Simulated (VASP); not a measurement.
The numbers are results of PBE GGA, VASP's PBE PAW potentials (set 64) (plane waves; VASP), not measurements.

VASP input:

File KPOINTS:
```
Automatic
0
gamma
  11 11 11
```

File POSCAR:
```
Si2Mo
1
   -1.5917540000     1.5917540000     3.8827860000
    1.5917540000    -1.5917540000     3.8827860000
    1.5917540000     1.5917540000    -3.8827860000
Si Mo
2 1
Direct
  0.6645700000   0.6645700000   0.0000000000
  0.3354300000   0.3354300000   0.0000000000
  0.0000000000   0.0000000000   0.0000000000
```

**INCAR**
```
SIGMA  =  0.1
LCHARG  =  .False.
EDIFF  =  1E-6
PREC  =  Accurate
ENCUT  =  300
LASPH  =  .True.   # aspherical one-centre terms
NELM  =  100   # most electronic steps
LWAVE  =  .False.
ALGO  =  Normal   # blocked Davidson
SYSTEM  =  Si2Mo
GGA  =  PE
LMAXMIX  =  4   # l cut-off of mixed one-centre charges
ISMEAR  =  -1
ISIF  =  2   # forces and stress, cell fixed
LREAL  =  .False.
```

POTCAR, in this order: Si Mo_sv (PBE.64 set). Program: vasp_std.

Problem. What will the output report for the number of irreducible k-points (NKPTS), largest plane-wave count, number of space-group operations, FFT grid (NGX, NGY, NGZ)?

Solution. 
| Quantity | Value |
|---|---|
| number of irreducible k-points (NKPTS) | 126 |
| largest plane-wave count | 487 |
| number of space-group operations | 16 |
| FFT grid (NGX, NGY, NGZ) | 28 × 28 × 28 |

The structure comes from a computed database's Si2Mo entry; how it stands against other phases isn't given here. The cell was not relaxed at this level, and its volume differs by -5.9 % from the start's.
